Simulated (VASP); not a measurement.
Computed with r2SCAN meta-GGA, VASP's PBE PAW potentials (set 64) (plane waves; VASP).

The input files of a VASP run:

File KPOINTS:
```
Automatic
0
Gamma
6 6 4
0 0 0
```

### POSCAR
```
ZrO2
1.0
  3.5874706623   0.0000000000   0.0000000000
  0.0000000000   3.5874706623   0.0000000000
  0.0000000000   0.0000000000   5.1689096446
Zr O
2 4
Cart
  0.0000000000   0.0000000000   0.0000000000
  1.7937353311   1.7937353311   2.5844548223
  0.0000000000   1.7937353311   1.0498016396
  0.0000000000   1.7937353311   3.6342564619
  1.7937353311   0.0000000000   1.5346531827
  1.7937353311   0.0000000000   4.1191080050
```

### INCAR
```
SYSTEM=ZrO2
PREC=Accurate; ENCUT=520; LREAL=.FALSE.
LASPH=.TRUE.
EDIFF=1E-6; NELM=100; ALGO=Normal
LMAXMIX=4; LMIXTAU=.TRUE.
ISMEAR=0; SIGMA=0.05
METAGGA=R2SCAN
IBRION=2; NSW=60; ISIF=3
EDIFFG=-0.02
LWAVE=.FALSE.; LCHARG=.FALSE.
```

POTCAR, in this order: Zr_sv O (PBE.64 set). Program: vasp_std.

Task: Predict the energy per atom (σ→0), volume per atom.

Result: 
- energy per atom (σ→0): -15.314 eV/atom
- volume per atom: 11.30 Å³/atom

### OSZICAR
```
...
DAV:   3    -0.918822807993E+02    0.47676E-03   -0.21059E-03  2108   0.391E-01    0.913E-02
DAV:   4    -0.918821545293E+02    0.12627E-03   -0.11980E-03  1912   0.312E-01    0.626E-02
DAV:   5    -0.918814584855E+02    0.69604E-03   -0.19026E-03  1704   0.448E-01    0.191E-02
DAV:   6    -0.918822199897E+02   -0.76150E-03   -0.14024E-03  1680   0.361E-01    0.125E-02
DAV:   7    -0.918823613606E+02   -0.14137E-03   -0.64691E-05  1848   0.656E-02    0.473E-03
DAV:   8    -0.918823707770E+02   -0.94164E-05   -0.69472E-06  1824   0.190E-02    0.375E-03
DAV:   9    -0.918823707866E+02   -0.96134E-08   -0.10594E-06   840   0.105E-02
   7 F= -.91882371E+02 E0= -.91882371E+02  d E =-.196449E-02
```

The structure was generated: ZrO2 was put into the tetragonal-ZrO2 type (P4_2/nmc), which need not be its known phase. This run relaxes it. Symmetry was kept, so distortions that lower it aren't found. The start is the result of an earlier pass.
